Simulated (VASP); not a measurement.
An input for Ansatz (written as the equivalent of a VASP run, and not itself run):

Ansatz 0.2 input:
```yaml
crystal:
  lattice:
    - [2.5384770, 0.0000000, 0.0000000]
    - [-1.2692390, 2.1983860, 0.0000000]
    - [0.0000000, 0.0000000, 4.1214560]
  atoms:
    - { symbol: Mn, position: [0.3333330, 0.6666670, 0.2500000], spin: 4 }
    - { symbol: Mn, position: [0.6666670, 0.3333330, 0.7500000], spin: 4 }
kpoints:
  mp_grid: { grid: [15, 15, 8] }
hamiltonian:
  xc: pbesol
  pseudopotentials: { kind: paw }
magnetization: { spin_polarized: true }
scf:
  occupations: { method: methfessel_paxton, width: 0.1 }
  max_iter: 100
relax:
  max_steps: 60
  f_tol: 0.01
  cell: {}
output: { forces: true, stress: true, eigenvalues: true }
```

### Question
Write the VASP files for the same calculation (PBEsol).

### Answer
Several could match; the one computed here: 
INCAR:
```
# general
SYSTEM   =  Mn
PREC     =  Accurate
ENCUT    =  400
LREAL    =  .FALSE.
LASPH    =  .TRUE.   # aspherical one-centre terms

# electronic loop
EDIFF    =  1E-6   # SCF stop (eV)
NELM     =  100
ALGO     =  Normal
LMAXMIX  =  4

# smearing
ISMEAR   =  1
SIGMA    =  0.1   # width (eV)

# functional
GGA      =  PS

# spin
ISPIN    =  2   # spin-polarised
MAGMOM   =  2*4.0

# ions
IBRION   =  2
NSW      =  60
ISIF     =  3   # ions, shape and volume
EDIFFG   =  -0.01

# output
LWAVE    =  .FALSE.
LCHARG   =  .FALSE.
LORBIT   =  10
```

**POSCAR**
```
Mn
1
    2.5384770000     0.0000000000     0.0000000000
   -1.2692390000     2.1983860000     0.0000000000
    0.0000000000     0.0000000000     4.1214560000
Mn
2
Direct
  0.3333330000   0.6666670000   0.2500000000
  0.6666670000   0.3333330000   0.7500000000
```

**KPOINTS**
```
Automatic mesh
0
Gamma
15 15 8
0 0 0
```

POTCAR, in this order: Mn_pv (PBE.64 set). Program: vasp_std.

What does not carry over: each code has its own PAW files, so the cut-off isn't converted (ENCUT is set for VASP's; basis.ecutwfc is left out, and Ansatz then takes the one that its files recommend); Ansatz stops its SCF on the density residual and VASP on the energy change (EDIFF).

The structure was generated: Mn was put into the hcp type (P6_3/mmc), which need not be its known phase. This run relaxes it. Symmetry was kept, so distortions that lower it aren't found.
